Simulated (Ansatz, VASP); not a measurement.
## CuB in VASP and in Ansatz

File INCAR:

```
SYSTEM = CuB
PREC = Accurate
ENCUT = 600
EDIFF = 1E-6
ISMEAR = 0
SIGMA = 0.1
LREAL = .False.
LASPH = .True.
NELM = 80
ALGO = Fast
ISIF = 3
LWAVE = .False.
LCHARG = .False.
GGA = PE
IBRION = 2
NSW = 90
EDIFFG = -0.04
```

KPOINTS

```
regular mesh
0
Gamma
  4 4 4
  0 0 0
```

File POSCAR:

```
CuB
1.0
    4.1986673800      0.0000000000      0.0000000000
    0.0000000000      4.1986673800      0.0000000000
    0.0000000000      0.0000000000      4.1986673800
Cu B
3 3
Direct
    0.5000000000      0.0000000000      0.0000000000
    0.0000000000      0.5000000000      0.0000000000
    0.0000000000      0.0000000000      0.5000000000
    0.0000000000      0.5000000000      0.5000000000
    0.5000000000      0.0000000000      0.5000000000
    0.5000000000      0.5000000000      0.0000000000
```

Input for Ansatz:

```yaml
crystal:
  lattice:
    - [4.19866738, 0.0, 0.0]
    - [0.0, 4.19866738, 0.0]
    - [0.0, 0.0, 4.19866738]
  atoms:
    - { symbol: Cu, position: [0.5, 0.0, 0.0] }
    - { symbol: Cu, position: [0.0, 0.5, 0.0] }
    - { symbol: Cu, position: [0.0, 0.0, 0.5] }
    - { symbol: B, position: [0.0, 0.5, 0.5] }
    - { symbol: B, position: [0.5, 0.0, 0.5] }
    - { symbol: B, position: [0.5, 0.5, 0.0] }
basis:
  ecutwfc: 420
kpoints:
  mp_grid: { grid: [4, 4, 4] }
hamiltonian:
  xc: pbe
scf:
  occupations: { method: gaussian, width: 0.1 }
  lower_state_search: "off"
output:
  forces: true
  stress: true
  eigenvalues: true
relax:
  adjacent_minimum: "off"
  f_tol: 0.04
  max_steps: 70
  cell: { stress_tol: 0.4 }
```

Alike in both runs: task relaxation of cell and atoms; functional PBE; k mesh 4 × 4 × 4; occupations gaussian, width 0.1 eV; no spin polarisation.

|  | VASP | Ansatz |
| --- | --- | --- |
| version | VASP 6.6.1 | Ansatz 0.2.0 |
| potentials or method | VASP PAW PBE potentials, release 64 (Cu, B) | scalar-relativistic, plane waves, PAW |
| plane-wave cutoff (eV) | 600 | 420 |
| valence electrons in the cell | 42 | 66 |

```csv
,VASP,Ansatz,Ansatz less VASP
"gap on the k mesh at the Fermi level, each at its own relaxed structure (eV)",none,none,-
relaxed volume (Å³/atom),11.15,11.17,+0.018
relaxed cell length with the largest relative difference (Å),4.060,4.062,+0.0022
energy change over the relaxation (meV/atom),-40,-44,-3.5
```

A gap of «none» marks a metal or a gap that the smearing closes. The two sets of potentials don't hold the same shells in valence.

Caveats: the k mesh is coarse (spacing up to 0.37 Å⁻¹), so the values aren't converged.
